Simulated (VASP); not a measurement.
Data:

```xyz
3
Lattice="4.5596 0.0000 0.0000 -2.2798 3.9487 0.0000 0.0000 0.0000 2.5954" Properties=species:S:1:pos:R:3 pbc="T T T"
Fe     0.0000     0.0000     0.0000
Ge     0.0000     2.6325     1.2977
Ge     2.2798     1.3162     1.2977
```
Starting moments (μB, in the order of the record's atoms Fe Ge Ge): 3.1 0.0 0.0.

Calculation: r2SCAN meta-GGA, VASP's PBE PAW potentials (set 64) (plane waves; VASP). Run with 400 eV cut-off, 9×9×13 Γ-centred mesh, tetrahedra with Blöchl corrections, potentials Fe Ge_d.

Question: Tabulate the total density of states (states/eV per cell) against energy (eV; zero at the valence-band maximum or, without a gap, the Fermi level).

Answer: 
```tsv
E (eV)	DOS (states/eV)
-9.98	0.63
-9.62	0.69
-9.26	0.65
-8.90	0.61
-8.66	0.58
-8.30	0.51
-7.94	0.37
-7.58	0.42
-7.22	0.50
-6.86	0.60
-6.50	0.79
-6.14	0.81
-5.90	0.73
-5.54	0.97
-5.18	1.48
-4.82	1.41
-4.46	1.80
-4.10	2.13
-3.74	4.31
-3.38	3.30
-3.14	5.49
-2.78	1.74
-2.42	1.51
-2.06	1.78
-1.70	1.76
-1.34	1.70
-0.98	1.65
-0.62	2.15
-0.38	1.20
-0.02	2.29
0.34	1.65
0.70	1.89
1.06	2.55
1.42	2.65
1.78	1.83
2.14	1.46
2.38	1.22
2.74	1.05
3.10	1.31
3.46	1.21
```
Within 2 eV below the Fermi level the largest weight inside VASP's projection spheres is Fe d, then Ge p.

The structure was generated: FeGe2 was put into the AlB2 type (P6/mmm), which need not be its known phase. It was relaxed first, which changed the volume by -45 %.
